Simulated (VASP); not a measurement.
The system is NaF (Villiaumite).

```
Na F
1.0
     0.00000    2.31406    2.31406
     2.31406    0.00000    2.31406
     2.31406    2.31406    0.00000
Na F
1 1
Direct
  0.00000 0.00000 0.00000
  0.50000 0.50000 0.50000
```

Base run:

```yaml
Program: VASP 6.6.1
Functional: PBE-EpsX
Potentials_or_basis: VASP PAW PBE potentials, release 64 (Na_pv, F)
Cutoff: 520 eV
k_mesh: 6 × 6 × 6
Occupations: gaussian, width 0.03 eV
Spin: no spin polarisation
```

Its results: band gap on the k mesh 12.70 eV, direct; pressure -1.6 GPa.

The run is repeated on the same cell with these changes: functional from PBE-EpsX to PBE0. What comes out?

Band gap on the k mesh 9.24 eV, direct; pressure 0.4 GPa.

Caveats: the PAW data sets were made with another functional, which shifts forces and pressure a little.
